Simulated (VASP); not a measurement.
A convergence study with VASP on CsPbCl3 (cubic perovskite): one setting is varied, all else stays as given below, so the limit is that of these other settings. Each run relaxes cell and ions from the cell shown.

```xyz
5
Lattice="5.6100 0.0000 0.0000 0.0000 5.6100 0.0000 0.0000 0.0000 5.6100" Properties=species:S:1:pos:R:3 pbc="T T T"
Cs     0.0000     0.0000     0.0000
Pb     2.8050     2.8050     2.8050
Cl     2.8050     0.0000     2.8050
Cl     0.0000     2.8050     2.8050
Cl     2.8050     2.8050     0.0000
```

These are PBE GGA, VASP's PBE PAW potentials (set 64) (plane waves; VASP) values and carry that method's errors. The tightest run used: 550 eV cut-off, 8×8×8 Γ-centred mesh, Gaussian smearing of 0.050 eV, potentials Cs_sv Pb_d Cl.

Unless said otherwise, spin-orbit coupling is left out, though it shifts the bands of the heavy elements here. Gaps are read on the run's mesh, which can miss a band edge.

Task: The settings run are 2×2×2 mesh; 3×3×3 mesh; 5×5×5 mesh; 6×6×6 mesh; 7×7×7 mesh; 8×8×8 mesh. From which on does the relaxed volume stay within 0.05 Å³/atom of the tightest run?

Result: From 5×5×5 mesh on: it is off by 0.033 there and by no more than 0.05 in any finer run, while 3×3×3 mesh is off by 0.363.
| setting | relaxed volume (Å³/atom) | E (eV/atom) | gap on the mesh (eV) | irreducible k-points | difference judged (Å³/atom) |
|---|---|---|---|---|---|
| 2×2×2 mesh | 39.325 | -3.4208 | 2.284 | 4 | 1.649 |
| 3×3×3 mesh | 37.313 | -3.5281 | 4.278 | 4 | 0.363 |
| 5×5×5 mesh | 37.643 | -3.5136 | 3.096 | 10 | 0.033 |
| 6×6×6 mesh | 37.687 | -3.5125 | 2.213 | 20 | 0.011 |
| 7×7×7 mesh | 37.672 | -3.5128 | 2.695 | 20 | 0.004 |
| 8×8×8 mesh | 37.676 | -3.5127 | 2.212 | 35 | 0.000 |

Left out are rungs that failed or repeat a setting and relaxations that didn't move; long series are thinned to 24 rows.

The compound is CsPbCl3 in the cubic perovskite structure, the ideal cubic form; the compound distorts at low or room temperature.
